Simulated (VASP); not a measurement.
All values below come from rev-vdW-DF2, VASP's PBE PAW potentials (set 64) (plane waves; VASP).

VASP ran on this input.

**KPOINTS**
```
K-points
0
gamma
 8 8 6
```

### POSCAR
```
P
1
    1.6705160773    -5.2385556259     0.0000000000
    1.6705160773     5.2385556259     0.0000000000
    0.0000000000    -0.0000000000     4.3352214829
P
4
Direct
  0.1030983301   0.8969016699   0.9221686548
  0.3969016699   0.6030983301   0.4221686548
  0.6030983301   0.3969016699   0.5778313452
  0.8969016699   0.1030983301   0.0778313452
```

### INCAR
```
SYSTEM = P
PREC = Accurate; ENCUT = 520; LREAL = .FALSE.
LASPH = .TRUE.
EDIFF = 1E-7; NELM = 100; ALGO = Normal
ISMEAR = -5
GGA = MK; LUSE_VDW = .TRUE.; AGGAC = 0.0
PARAM1 = 0.1234568; PARAM2 = 0.7114; ZAB_VDW = -1.8867
ISIF = 2
LWAVE = .FALSE.; LCHARG = .TRUE.; LORBIT = 11
NEDOS = 601
LEFG = .TRUE.
```

POTCAR, in this order: P (PBE.64 set). Program: vasp_std.

The run wrote:

### OSZICAR
```
       N       E                     dE             d eps       ncg     rms          rms(c)
DAV:   1     0.706182805801E+02    0.70618E+02   -0.84250E+03  2352   0.121E+03
DAV:   2    -0.127154703000E+02   -0.83334E+02   -0.81112E+02  3056   0.177E+02
DAV:   3    -0.170143175173E+02   -0.42988E+01   -0.42768E+01  3180   0.435E+01
DAV:   4    -0.170738557905E+02   -0.59538E-01   -0.59454E-01  3010   0.596E+00
DAV:   5    -0.170751386152E+02   -0.12828E-02   -0.12825E-02  3242   0.794E-01    0.913E+00
DAV:   6    -0.169996160010E+02    0.75523E-01   -0.63346E-02  2874   0.150E+00    0.547E+00
DAV:   7    -0.169702855320E+02    0.29330E-01   -0.11206E-01  2940   0.204E+00    0.265E-01
DAV:   8    -0.169698020737E+02    0.48346E-03   -0.83592E-03  2838   0.612E-01    0.924E-02
DAV:   9    -0.169698481263E+02   -0.46053E-04   -0.32509E-04  3196   0.134E-01    0.605E-02
DAV:  10    -0.169698551554E+02   -0.70291E-05   -0.31950E-05  2910   0.354E-02    0.255E-02
DAV:  11    -0.169698604611E+02   -0.53057E-05   -0.82072E-06  2874   0.257E-02    0.299E-03
DAV:  12    -0.169698606557E+02   -0.19466E-06   -0.32857E-07  2962   0.428E-03    0.169E-03
DAV:  13    -0.169698606565E+02   -0.77944E-09   -0.48783E-08  1866   0.185E-03
   1 F= -.16969861E+02 E0= -.16969861E+02  d E =0.000000E+00
```

### OUTCAR
```
------------------------ aborting loop because EDIFF is reached ----------------------------------------
  FORCE on cell =-STRESS in cart. coord.  units (eV):
  Direction    XX          YY          ZZ          XY          YZ          ZX
  --------------------------------------------------------------------------------------
  Total       -0.1226150      0.0430130      0.0765965      0.0000000     -0.0000000      0.0000000
  in kB       -2.5891111      0.9082536      1.6173936      0.0000000     -0.0000000      0.0000000
  external PRESSURE =      -0.0211546 kB  Pullay stress =       0.0000000 kB
  volume of cell :       75.88
      direct lattice vectors                 reciprocal lattice vectors
     1.670516077 -5.238555626  0.000000000     0.299308703 -0.095446156  0.000000000
     1.670516077  5.238555626  0.000000000     0.299308703  0.095446156  0.000000000
     0.000000000  0.000000000  4.335221483     0.000000000  0.000000000  0.230668722
 POSITION                                       TOTAL-FORCE (eV/Angst)
 -----------------------------------------------------------------------------------
      1.67052      4.15838      3.99781         0.000000     -0.012048      0.018101
      1.67052      1.08017      1.83019         0.000000      0.012048      0.018101
      1.67052     -1.08017      2.50503         0.000000     -0.012048     -0.018101
      1.67052     -4.15838      0.33742         0.000000      0.012048     -0.018101
 -----------------------------------------------------------------------------------
    total drift:                               -0.000000     -0.000000      0.000000
  FREE ENERGIE OF THE ION-ELECTRON SYSTEM (eV)
  ---------------------------------------------------
  free  energy   TOTEN  =       -16.9698606565 eV

  energy  without entropy=      -16.9698606565  energy(sigma->0) =      -16.96986066

 total charge

# of ion       s       p       d       tot
------------------------------------------
    1        1.083   1.365   0.000   2.448
    2        1.083   1.365   0.000   2.448
    3        1.083   1.365   0.000   2.448
    4        1.083   1.365   0.000   2.448
--------------------------------------------------
tot          4.333   5.459   0.000   9.792

 Electric field gradients after diagonalization (V/A^2)
 (convention: |V_zz| > |V_xx| > |V_yy|)
----------------------------------------------------------------------
 ion       V_xx      V_yy      V_zz     asymmetry (V_yy - V_xx)/ V_zz
----------------------------------------------------------------------
   1      38.092    33.287   -71.379       0.067
   2      38.092    33.287   -71.379       0.067
   3      38.092    33.287   -71.379       0.067
   4      38.092    33.287   -71.379       0.067
```
(Selected blocks of OUTCAR.)

The compound is P in the black structure. It was relaxed first.
